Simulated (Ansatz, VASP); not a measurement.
**H2Pb in two plane-wave programs**

Wanted: the spread between two codes on one cell, functional and k mesh. The cell is generated by rule, not measured, and may not be a known phase. The cell is taken from a series of VASP runs on this material, whose earlier steps may have relaxed, scaled or displaced it; both programs get it as it stands.

Calculated with Ansatz 0.2.0; plane waves, with VASP 6.6.1 beside it; band structure at LDA, spin-orbit coupling.

The structure was built from a prototype and need not be the compound's stable phase.

## Step 1: Starting point

Symmetry: P-3m1, No. 164, trigonal system. The conventional cell has a = 3.663 Å, b = 3.663 Å, c = 5.891 Å, α = 90.00°, β = 90.00°, γ = 120.00°. Nearest to Pb lie 6 H at 2.29 Å. Nearest to H lie 3 Pb at 2.29 Å. Farther neighbours are not listed.

## Step 2: Ansatz: band structure, LDA, spin-orbit coupling

Ansatz runs on its fully relativistic PAW (standard-fr) files.

A single point gives forces, pressure and levels at one fixed geometry, so differences don't come from the geometry; what else differs is listed under the comparison.

Input file input.yaml:

```yaml
crystal:
  lattice:
    - [3.662812829, 0.0, 0.0]
    - [-1.831406414, 3.172088959, 0.0]
    - [0.0, 0.0, 5.89067]
  atoms:
    - { symbol: Pb, position: [0.0, 0.0, 0.0] }
    - { symbol: H, position: [0.333333333, 0.666666667, 0.1479309263] }
    - { symbol: H, position: [0.666666667, 0.333333333, 0.8520690737] }
hamiltonian:
  xc: lda
  pseudopotentials: { kind: paw_fr }
magnetization:
  noncollinear: true
  spin_orbit: true
kpoints:
  mp_grid: { grid: [8, 8, 6] }
  band_path:
    path:
      - [0.0, 0.0, 0.0]
      - [0.13333, 0.0, 0.0]
      - [0.3, 0.0, 0.0]
      - [0.46667, 0.0, 0.0]
      - [0.46667, 0.06667, 0.0]
      - [0.41111, 0.17778, 0.0]
      - [0.35556, 0.28889, 0.0]
      - [0.28889, 0.28889, 0.0]
      - [0.17778, 0.17778, 0.0]
      - [0.06667, 0.06667, 0.0]
      - [0.0, 0.0, 0.03333]
      - [0.0, 0.0, 0.2]
      - [0.0, 0.0, 0.36667]
      - [0.0, 0.0, 0.5]
      - [0.16667, 0.0, 0.5]
      - [0.3, 0.0, 0.5]
      - [0.46667, 0.0, 0.5]
      - [0.46667, 0.06667, 0.5]
      - [0.41111, 0.17778, 0.5]
      - [0.35556, 0.28889, 0.5]
      - [0.28889, 0.28889, 0.5]
      - [0.17778, 0.17778, 0.5]
      - [0.06667, 0.06667, 0.5]
      - [0.5, 0.0, 0.46667]
      - [0.5, 0.0, 0.3]
      - [0.5, 0.0, 0.13333]
      - [0.33333, 0.33333, 0.0]
      - [0.33333, 0.33333, 0.16667]
      - [0.33333, 0.33333, 0.33333]
      - [0.33333, 0.33333, 0.5]
    npoints: 1
scf:
  occupations: { method: gaussian, width: 0.02 }
  n_extra_bands: 14
output:
  forces: true
  stress: true
  eigenvalues: true
```

Command:

```sh
ansatz run input.yaml --threads 2 --pin off --max-ram 4608MiB --backend cpu --events-out ev --progress --plain --runs-dir out
```

Numbers of over 12 decimals in the logs are rounded to 6 here.

Log:

```text
scf.n_extra_bands = 14 over 16 filled bands (N_el = 16.0): the run solves 30 bands
Engine: ansatz 0.2.0, aarch64-unknown-linux-gnu
Pseudopotentials: kind: paw_fr
Pseudopotential: Pb, paw_fr, valence charge 14, recommended cutoff 420 eV (normal), Pb.paw.azcp#standard-fr
Pseudopotential: H, paw_fr, valence charge 1, recommended cutoff 420 eV (normal), H.paw.azcp#standard-fr
Functional definition: SPW92
  exchange = slater_x
  correlation = pw_c
non-collinear run that drives no moment, with spin-orbit: no starting moment large enough to seed its density (crystal.atoms[].spin), no starting occupations that ask for one, no magnetisation constraint and no magnetic field, so the semilocal B_xc is pinned to zero
Crystal: 3 atoms, lattice volume = 68.442 Å³
Basis set: ecut = 420 eV, 1327 PW (Γ)
Bands: 30, of which v1, the nominal top of the filled ones, is band 16 counted from 1 (15 counted from 0)
Symmetry: 12 space group operations + 12 with time reversal
Magnetic group: BNS 164.86 (UNI 1316), of the structure as read, at distance tolerance 4.1e-5 Å
k-points: 50 of 384
Projection manifold: j_resolved (fully-relativistic pseudo-atomic orbitals)
Non-local potential: Pb, projectors of the file, l = 0: 2, l = 1: 4, l = 2: 4, l = 3: 4
Non-local potential: H, projectors of the file, l = 0: 2, l = 1: 2
PAW form: soft (Blöchl's): semilocal exchange-correlation on the pseudo side does not see the compensation charge
PAW frozen core: Pb, regenerated for the run's functional, and the local potential with it (the file was generated under x = pbe(κ = 0.804, μ = 0.219515), c = pbe(β = 0.066725))
PAW one-centre angular grid: Pb, 590 points (default); XC on 64 Gauss nodes
PAW one-centre angular grid: H, 110 points (default); XC on 64 Gauss nodes
Initial density: superposition of atomic densities (chi_scale 0.1, normalization cell, long waves kept (reshape's long-wave potential 0.00 eV rms))
Initial wavefunctions: pseudopotential atomic-orbital guess
Functional: x = slater, c = lda
SCF iter   1: F=—  HF=-11668.943335 eV  |F-HF|=—  |Δ(HF+E_count)|=         —  Δρ=3.38e-2  dr2=1.08e0  dr2_m=0.00e0 (ungated)  ethr=3.10e-3  |M|=0.00e0 ∫|m|=0.00e0 μB  |m|>n=0.0e0 m-floor=0.0e0 τ_xc=0.0e0  β_m=0.30  ⟨swp⟩=7.6  Hψ=4439  notcnv=0  defer=134
preconditioner: auto → none  [insulator: Δε(μ)=0.030 eV  Ē_g=18.456 eV  σ=0.020 eV  W_gap=0.69  n_scr=10 (ndim 8)  ℏωp=18.0 eV  f_vac=0.240  D(μ)=2.72/eV (n_scr^D=22)  ε∞_Penn≈1.9]
SCF iter   2: F=—  HF=-11668.641650 eV  |F-HF|=—  |Δ(HF+E_count)|=   3.02e-1  Δρ=1.62e-2  dr2=2.65e-1  dr2_m=0.00e0 (ungated)  ethr=3.10e-3  |M|=0.00e0 ∫|m|=0.00e0 μB  |m|>n=0.0e0 m-floor=0.0e0 τ_xc=0.0e0  β_m=0.45  ⟨swp⟩=2.1  Hψ=1108  notcnv=0  defer=366
SCF iter   3: F=—  HF=-11668.554580 eV  |F-HF|=—  |Δ(HF+E_count)|=   8.71e-2  Δρ=2.57e-3  dr2=3.12e-3  dr2_m=0.00e0 (ungated)  ethr=1.66e-3  |M|=0.00e0 ∫|m|=0.00e0 μB  |m|>n=0.0e0 m-floor=0.0e0 τ_xc=0.0e0  β_m=0.67  ⟨swp⟩=2.4  Hψ=841  notcnv=0  defer=398
SCF iter   4: F=—  HF=-11668.555077 eV  |F-HF|=—  |Δ(HF+E_count)|=   4.97e-4  Δρ=7.56e-4  dr2=6.01e-4  dr2_m=0.00e0 (ungated)  ethr=1.95e-5  |M|=0.00e0 ∫|m|=0.00e0 μB  |m|>n=0.0e0 m-floor=0.0e0 τ_xc=0.0e0  β_m=0.71  ⟨swp⟩=3.1  Hψ=1264  notcnv=0  defer=402
SCF iter   5: F=—  HF=-11668.554883 eV  |F-HF|=—  |Δ(HF+E_count)|=   1.94e-4  Δρ=1.30e-4  dr2=1.18e-5  dr2_m=0.00e0 (ungated)  ethr=3.76e-6  |M|=0.00e0 ∫|m|=0.00e0 μB  |m|>n=0.0e0 m-floor=0.0e0 τ_xc=0.0e0  β_m=0.67  ⟨swp⟩=2.4  Hψ=902  notcnv=0  defer=402
SCF iter   6: F=—  HF=-11668.554881 eV  |F-HF|=—  |Δ(HF+E_count)|=   1.30e-6  Δρ=1.40e-5  dr2=1.14e-7  dr2_m=0.00e0 (ungated)  ethr=7.36e-8  |M|=0.00e0 ∫|m|=0.00e0 μB  |m|>n=0.0e0 m-floor=0.0e0 τ_xc=0.0e0  β_m=0.73  ⟨swp⟩=2.0  Hψ=1081  notcnv=0  defer=402
SCF iter   7: F=-11668.554882 eV  HF=-11668.554882 eV  |F-HF|=4.91e-10  |Δ(HF+E_count)|=   5.11e-8  Δρ=2.40e-6  dr2=4.77e-9  dr2_m=0.00e0 (ungated)  ethr=6.25e-10  |M|=0.00e0 ∫|m|=0.00e0 μB  |m|>n=0.0e0 m-floor=0.0e0 τ_xc=0.0e0  ⟨swp⟩=12.7  Hψ=4925  notcnv=0
SCF 1 converged in 7 iterations: F = -11668.554882 eV  dr2 = 4.77e-9
  greatest PAW one-centre occupation: 0.979 electrons in one spin orbital (limit 2), on the Pb atom at site 0 (counted from 0), in its partial waves of l = 2
NSCF: frozen V_eff on 30 k-points
SCF converged after 7 iterations
Magnetization: |M| = 0.0000 μB,  M = (+0.0000, +0.0000, +0.0000) μB
Absolute magnetization: 0.0000 μB (∫|m|)
  site 0: m = (+0.0000, +0.0000, +0.0000) μB, |m| = 0.0000 μB  (R = 0.94 Å)
  site 1: m = (+0.0000, +0.0000, +0.0000) μB, |m| = 0.0000 μB  (R = 0.94 Å)
  site 2: m = (+0.0000, +0.0000, +0.0000) μB, |m| = 0.0000 μB  (R = 0.94 Å)
Free energy (F): -11668.554882 eV
Harris-Foulkes:  -11668.554882 eV  (|F-HF|=4.91e-10)
Internal energy: -11668.554391 eV  (E = F + TS)
E sigma→0 (E₀):  -11668.554636 eV
Entropy (-TS):   -0.000490 eV (-0.163 meV/atom)
Fermi energy:    3.333126 eV
--- Per-component energies (eV) ---
  E_band       = -150.363468
  E_kinetic    = 313.718515
  E_local      = -1839.317953  (includes V_loc(G=0)·N_el)
  E_nonlocal   = 357.232840
  E_hartree    = 755.090489
  E_xc         = -235.271510
  E_vxc        = -154.604699  (∫ρ·V_xc dr)
  E_paw        = -10140.770023  (= ΣΔE_a)
  E_vpaw       = -337.570162  (= ΣTr[D̂ρ^β])
  E_aug_tail   = -0.001916  (compensation charges beyond the density's cutoff)
  E_ewald      = -879.188701
  E_core_change = -0.046131  (= ΣΔE_core)
  E_smearing   = -0.000490  (= −TS)
  E_closure    = 0.000000  (closes the sum)
  Σ components = -11668.554882   (vs F -11668.554882, Δ=0.00e0)
--- Forces (eV/Å), atoms counted from 1 ---
  atom   1  Pb     0.00000000     0.00000000     0.00000000
  atom   2  H     -0.00000000    -0.00000000    -0.03978331
  atom   3  H      0.00000000     0.00000000     0.03978331
  max |Σ_I F_I| component: 6.94e-18 eV/Å
--- Stress (GPa, compression-positive) ---
       -1.636899      -0.000000      -0.000000
       -0.000000      -1.636899      -0.000000
       -0.000000      -0.000000      -0.875395
  P = ⅓ Tr σ = -1.3831 GPa (-13.831 kbar)
--- Band table (eV; the first three rows and the last of 50) ---
  k-point 0: bands = [... 12 lower, -0.9423, -0.9423, 4.7514, 4.7514, 6.1789, 6.1789, 6.6412, 6.6412, ... 10 higher]
  k-point 1: bands = [... 12 lower, -1.0219, -1.0219, 4.9640, 4.9640, 6.1313, 6.1313, 6.6735, 6.6735, ... 10 higher]
  k-point 2: bands = [... 12 lower, -1.1708, -1.1708, 5.4088, 5.4088, 6.0027, 6.0027, 6.7246, 6.7246, ... 10 higher]
  k-point 49: bands = [... 12 lower, -2.0799, -2.0799, -0.5794, -0.5794, 3.7635, 3.7635, 5.4160, 5.4160, ... 10 higher]
```

The job ended after 13 s (2 threads of Arm Neoverse V1, shared host; peak memory 0.5 GiB).

## Step 3: VASP: band structure, LDA, spin-orbit coupling

The same cell, functional (in two slightly different forms), mesh and smearing now go to VASP, with its own data sets and cutoff.

Lines of VASP's logs that name or quote its potential files are left out, and so is its time.

Input file INCAR:

```
SYSTEM = H2Pb
PREC = Accurate
ENCUT = 400
EDIFF = 1E-06
NELM = 100
ISMEAR = 0
SIGMA = 0.02
LREAL = .FALSE.
ALGO = Normal
GGA = CA
LNONCOLLINEAR = .TRUE.
MAGMOM = 0 0 0 0 0 0 0 0 0
NBANDS = 28
GGA_COMPAT = .FALSE.
LASPH = .TRUE.
LSORBIT = .TRUE.
LORBIT = 11
LWAVE = .FALSE.
LCHARG = .FALSE.
KPAR = 4
ISIF = 2
```

Input file POSCAR:

```
H2Pb
1.0
    3.6628128290      0.0000000000      0.0000000000
   -1.8314064140      3.1720889590      0.0000000000
    0.0000000000      0.0000000000      5.8906700000
Pb H
1 2
Direct
    0.0000000000      0.0000000000      0.0000000000
    0.3333333330      0.6666666670      0.1479309263
    0.6666666670      0.3333333330      0.8520690737
```

Input file KPOINTS:

```
Automatic mesh
0
Gamma
8 8 6
0 0 0
```

Input file KPOINTS_OPT:

```
Line mode
16
Line-mode
Reciprocal
  0.00000000   0.00000000   0.00000000 GAMMA
  0.50000000   0.00000000   0.00000000 M

  0.50000000   0.00000000   0.00000000 M
  0.33333333   0.33333333   0.00000000 K

  0.33333333   0.33333333   0.00000000 K
  0.00000000   0.00000000   0.00000000 GAMMA

  0.00000000   0.00000000   0.00000000 GAMMA
  0.00000000   0.00000000   0.50000000 A

  0.00000000   0.00000000   0.50000000 A
  0.50000000   0.00000000   0.50000000 L

  0.50000000   0.00000000   0.50000000 L
  0.33333333   0.33333333   0.50000000 H

  0.33333333   0.33333333   0.50000000 H
  0.00000000   0.00000000   0.50000000 A

  0.50000000   0.00000000   0.50000000 L
  0.50000000   0.00000000   0.00000000 M

  0.33333333   0.33333333   0.00000000 K
  0.33333333   0.33333333   0.50000000 H
```

The projector-augmented-wave data sets are Pb_d and H (LDA family, release 64).

Command:

```sh
mpirun -np 4 vasp_ncl
```

Log:

```text
[banner, memory and clock lines left out]
running    4 mpi-ranks, on    1 nodes
 distrk:  each k-point on    1 cores,    4 groups
 distr:  one band on    1 cores,    1 groups

 POSCAR found type information on POSCAR PbH
 POSCAR found :  2 types and       3 ions
 LDA part: xc-table for (Slater(with rela. corr.)+CA(PZ))
 , standard interpolation
 POSCAR, INCAR and KPOINTS ok, starting setup
 FFT: planning ... GRIDC
 FFT: planning ... GRID_SOFT
 FFT: planning ... GRID
 WAVECAR not read
 entering main loop
       N       E                     dE             d eps       ncg     rms          rms(c)
DAV:   1     0.143501340037E+03    0.14350E+03   -0.61677E+03  2800   0.897E+02
DAV:   2     0.235464403231E+01   -0.14115E+03   -0.13503E+03  2976   0.290E+02
DAV:   3    -0.987271973252E+01   -0.12227E+02   -0.12056E+02  3620   0.111E+02
DAV:   4    -0.103363236861E+02   -0.46360E+00   -0.46289E+00  3276   0.269E+01
DAV:   5    -0.103599550351E+02   -0.23631E-01   -0.23630E-01  4132   0.525E+00    0.317E+00
DAV:   6    -0.998531397380E+01    0.37464E+00   -0.19428E-01  3672   0.519E+00    0.136E+00
DAV:   7    -0.990441825688E+01    0.80896E-01   -0.21405E-01  3684   0.312E+00    0.367E-01
DAV:   8    -0.990404226830E+01    0.37599E-03   -0.20227E-02  3312   0.153E+00    0.255E-01
DAV:   9    -0.990425563992E+01   -0.21337E-03   -0.45114E-03  3656   0.832E-01    0.873E-02
DAV:  10    -0.990395578871E+01    0.29985E-03   -0.13928E-03  3608   0.650E-01    0.438E-02
DAV:  11    -0.990400775871E+01   -0.51970E-04   -0.16606E-04  3328   0.150E-01    0.173E-02
DAV:  12    -0.990402432501E+01   -0.16566E-04   -0.29671E-05  3356   0.370E-02    0.128E-02
DAV:  13    -0.990402361442E+01    0.71060E-06   -0.32070E-06  3056   0.196E-02
   1 F= -.99040236E+01 E0= -.99038515E+01  d E =-.344223E-03  mag=    -0.0000     0.0000    -0.0000
 Start KPOINTS_OPT (optional k-point list driver)
k-point batch [1-50\144]
       N       E                     dE             ncg
DAV:   1    -0.117620830475E+04   -0.15827E+05     2800
DAV:   2    -0.823093045994E+04   -0.70547E+04     3008
DAV:   3    -0.884307135937E+04   -0.61214E+03     3600
DAV:   4    -0.886667916931E+04   -0.23608E+02     3216
DAV:   5    -0.886785449871E+04   -0.11753E+01     4004
DAV:   6    -0.886787157755E+04   -0.17079E-01     3424
DAV:   7    -0.886787205774E+04   -0.48019E-03     4016
DAV:   8    -0.886787206426E+04   -0.65199E-05     2944
DAV:   9    -0.886787206457E+04   -0.31326E-06     1756
[...]
k-point batch [101-144\144]
       N       E                     dE             ncg
DAV:   1     0.191943197205E+04   -0.19586E+05     2464
DAV:   2    -0.423176732194E+04   -0.61512E+04     2608
DAV:   3    -0.476128033587E+04   -0.52951E+03     3032
DAV:   4    -0.478124906824E+04   -0.19969E+02     2924
DAV:   5    -0.478224372237E+04   -0.99465E+00     3584
DAV:   6    -0.478225597337E+04   -0.12251E-01     3036
DAV:   7    -0.478225638591E+04   -0.41254E-03     3568
DAV:   8    -0.478225639110E+04   -0.51914E-05     2732
DAV:   9    -0.478225639134E+04   -0.23834E-06     1652
```

From OUTCAR (step 3):

```text
ion  position               nearest neighbor table
   1  0.000  0.000  0.000-   2 2.29   3 2.29   2 2.29   3 2.29   3 2.29   2 2.29
   2  0.333  0.667  0.148-   1 2.29   1 2.29   1 2.29
   3  0.667  0.333  0.852-   1 2.29   1 2.29   1 2.29

  LATTYP: Found a hexagonal cell.
 ALAT       =     3.6628128290
 C/A-ratio  =     1.6082366954

 Subroutine GETGRP returns: Found 12 space group operations
 (whereof 12 operations were pure point group operations)

The static configuration has the point symmetry D_3d.

 Found     50 irreducible k-points:

   k-points           NKPTS =     50   k-points in BZ     NKDIM =     50   number of bands    NBANDS=     28

   dimension x,y,z NGX =    24 NGY =   24 NGZ =   40
   dimension x,y,z NGXF=    48 NGYF=   48 NGZF=   80

   ENCUT  =  400.0 eV  29.40 Ry    5.42 a.u.   5.97  5.97  9.61*2*pi/ulx,y,z

   NELECT =      16.0000    total number of electrons

 k-points in reciprocal lattice and weights: Automatic mesh
   0.00000000  0.00000000  0.00000000       0.003
   0.12500000  0.00000000  0.00000000       0.016
   0.25000000  0.00000000  0.00000000       0.016
   0.37500000  0.00000000  0.00000000       0.016
   0.50000000  0.00000000  0.00000000       0.008
   0.12500000  0.12500000  0.00000000       0.016
   0.25000000  0.12500000  0.00000000       0.031
   0.37500000  0.12500000  0.00000000       0.031
   0.25000000  0.25000000  0.00000000       0.016
[...]
0.25000000  0.25000000  0.50000000       0.016
   0.37500000  0.25000000  0.50000000       0.016

 average (electrostatic) potential at core
       1 -96.0153       2 -34.8003       3 -34.8003

 E-fermi :   1.7187

 k-point     1 :       0.0000    0.0000    0.0000
  band No.  band energies     occupation
    ...
     10     -14.5036      1.00000
     11      -9.6386      1.00000
     12      -9.6386      1.00000
     13      -2.5838      1.00000
     14      -2.5838      1.00000
     15       3.0999      0.00000
     16       3.0999      0.00000
     17       4.6652      0.00000
     18       4.6652      0.00000
     19       4.9885      0.00000
    ...

 k-point     2 :       0.1250    0.0000    0.0000
  band No.  band energies     occupation
    ...
     10     -14.5100      1.00000
     11      -9.4095      1.00000
     12      -9.4095      1.00000
     13      -2.3728      1.00000
     14      -2.3728      1.00000
     15       2.2561      0.00000
     16       2.2561      0.00000
     17       3.8644      0.00000
     18       3.8644      0.00000
     19       4.6543      0.00000
    ...

 k-point     3 :       0.2500    0.0000    0.0000
  band No.  band energies     occupation
    ...
     12      -8.7181      1.00000
     13      -1.9610      1.00000
     14      -1.9610      1.00000
     15      -0.0288      1.00000
     16      -0.0288      1.00000
     17       3.5238      0.00000
     18       3.5238      0.00000
     19       4.5481      0.00000
     20       4.5481      0.00000
     21       4.9335      0.00000
    ...

  Total       -0.7163675     -0.7163675     -0.4857936     -0.0000000      0.0000000     -0.0000000
  in kB      -16.7695605    -16.7695605    -11.3720183     -0.0000000      0.0000000     -0.0000000
  external PRESSURE =     -14.9703798 kB  Pullay stress =       0.0000000 kB

  energy-cutoff  :      400.00
  volume of cell :       68.44
      direct lattice vectors                 reciprocal lattice vectors
     3.662812829  0.000000000  0.000000000     0.273014223  0.157624835  0.000000000
    -1.831406414  3.172088959  0.000000000     0.000000000  0.315249671  0.000000000
     0.000000000  0.000000000  5.890670000     0.000000000  0.000000000  0.169759976

 POSITION                                       TOTAL-FORCE (eV/Angst)
 -----------------------------------------------------------------------------------
      0.00000      0.00000      0.00000        -0.000000      0.000000     -0.000000
     -0.00000      2.11473      0.87141         0.000000     -0.000000     -0.026926
      1.83141      1.05736      5.01926        -0.000000      0.000000      0.026926
 -----------------------------------------------------------------------------------
    total drift:                               -0.000000      0.000000     -0.000000

  FREE ENERGIE OF THE ION-ELECTRON SYSTEM (eV)
  ---------------------------------------------------
  free  energy   TOTEN  =        -9.9040236144 eV

  energy  without entropy=       -9.9036793916  energy(sigma->0) =       -9.90385150

 Spin-Orbit-Coupling matrix elements
 Ion:    1  E_soc:     -0.9631455
 Ion:    2  E_soc:      0.0000003
 Ion:    3  E_soc:      0.0000003

 total charge
# of ion       s       p       d       tot
------------------------------------------
    1        1.417   0.695   9.835  11.947
    2        0.453   0.006   0.000   0.459
    3        0.453   0.006   0.000   0.459
--------------------------------------------------
tot          2.323   0.708   9.835  12.865

 magnetization (x)
# of ion       s       p       d       tot
------------------------------------------
    1        0.000   0.000   0.000   0.000
    2        0.000   0.000   0.000   0.000
    3        0.000   0.000   0.000   0.000
--------------------------------------------------
tot          0.000   0.000   0.000   0.000

 magnetization (y)
# of ion       s       p       d       tot
------------------------------------------
    1        0.000  -0.000   0.000  -0.000
    2        0.000   0.000   0.000   0.000
    3        0.000   0.000   0.000   0.000
--------------------------------------------------
tot          0.000   0.000   0.000   0.000

 magnetization (z)
# of ion       s       p       d       tot
------------------------------------------
    1       -0.000   0.000   0.000   0.000
    2        0.000   0.000   0.000   0.000
    3        0.000   0.000   0.000   0.000
--------------------------------------------------
tot         -0.000   0.000   0.000   0.000

[... 3 further parts left out ...]
```

The run ends at a pressure of -1.50 GPa, with forces up to 0.027 eV/Å.

## Step 4: Side by side

Known differences besides the potentials themselves: spin-orbit coupling enters by fully relativistic files in Ansatz and inside the spheres in VASP; the two LDA forms differ slightly; the cutoff is 420 eV in Ansatz and 400 eV in VASP; VASP's log shows a relativistic correction to its local exchange, Ansatz's none. Total energies have different zeros and are not compared.

The two programs side by side:

```
                                        quantity  Ansatz   VASP  difference
                                  pressure (GPa)   -1.38  -1.50       +0.11
pressure without Ansatz's Pulay correction (GPa)   -1.44  -1.50       +0.06
```

At this near-relaxed geometry the largest component of a force difference is 13 meV/Å. Levels from 3 eV below to 2 eV above the Fermi level differ by 25 meV r.m.s. and 44 meV at most; each VASP level is matched to the nearest of Ansatz, which flatters the figure a little. Ansatz's pressure holds a Pulay correction of 0.05 GPa; VASP's holds none.

## Step 5: Outcome

* r.m.s. difference of levels near the Fermi level (band structure, LDA, spin-orbit coupling): 25 meV
* r.m.s. force difference (band structure, LDA, spin-orbit coupling): 6.1 meV/Å

In words: The r.m.s. force difference is 6.1 meV/Å (band structure, LDA, spin-orbit coupling), within the 12 meV/Å picked in this series as the mark of a large difference. How closely two codes agree says nothing of how well the functional describes the real material.

[Lines on the potential files, build, host, timing and source positions are cut from VASP's logs without a mark.]

[Logs are printed without paths, hosts, clocks, repeated set-up lines and the standing remarks that a program may print on its own settings, such as how far it seeks lower states.]

[Hosts, paths, dates, database ids (printed as entryN), source tags and the programs' standing remarks are cut or masked in the printed files.]
